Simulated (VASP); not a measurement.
An input for Ansatz (written as the equivalent of a VASP run, and not itself run):

Ansatz 0.2 input:
```yaml
crystal:
  lattice:
    - [0.0000000, 2.8343626, 2.8343626]
    - [2.8343626, 0.0000000, 2.8343626]
    - [2.8343626, 2.8343626, 0.0000000]
  atoms:
    - { symbol: Be, position: [0.0000000, 0.0000000, 0.0000000] }
    - { symbol: Te, position: [0.2500000, 0.2500000, 0.2500000] }
kpoints:
  mp_grid: { grid: [6, 6, 6] }
hamiltonian:
  xc: pbe
  pseudopotentials: { kind: paw }
scf:
  occupations: { method: gaussian, width: 0.05 }
  max_iter: 100
output: { forces: true, stress: true, eigenvalues: true }
```

### Question
Translate this input to VASP (INCAR, KPOINTS, POSCAR, choice of POTCAR).

### Answer
One answer among several that fit: 
KPOINTS:
```
Automatic mesh
0
Gamma
6 6 6
0 0 0
```

File POSCAR:
```
BeTe
1
    0.0000000000     2.8343626350     2.8343626350
    2.8343626350     0.0000000000     2.8343626350
    2.8343626350     2.8343626350     0.0000000000
Be Te
1 1
Direct
  0.0000000000   0.0000000000   0.0000000000
  0.2500000000   0.2500000000   0.2500000000
```

### INCAR
```
# general
SYSTEM  = BeTe
PREC    = Accurate
ENCUT   = 520   # plane-wave cut-off (eV)
LREAL   = F
LASPH   = T

# electronic loop
EDIFF   = 1E-6   # SCF stop (eV)
NELM    = 100   # most electronic steps
ALGO    = Normal
LMAXMIX = 4

# smearing
ISMEAR  = 0
SIGMA   = 0.05   # width (eV)

# functional
GGA     = PE

# output
LWAVE   = T
LCHARG  = F
```

POTCAR, in this order: Be Te (PBE.64 set). Program: vasp_std.

The two are equivalent in intent, not identical: each code has its own PAW files, so the cut-off isn't converted (ENCUT is set for VASP's; basis.ecutwfc is left out, and Ansatz then takes the one that its files recommend); Ansatz stops its SCF on the density residual and VASP on the energy change (EDIFF).

The compound is BeTe in the zinc blende structure. It was relaxed first.
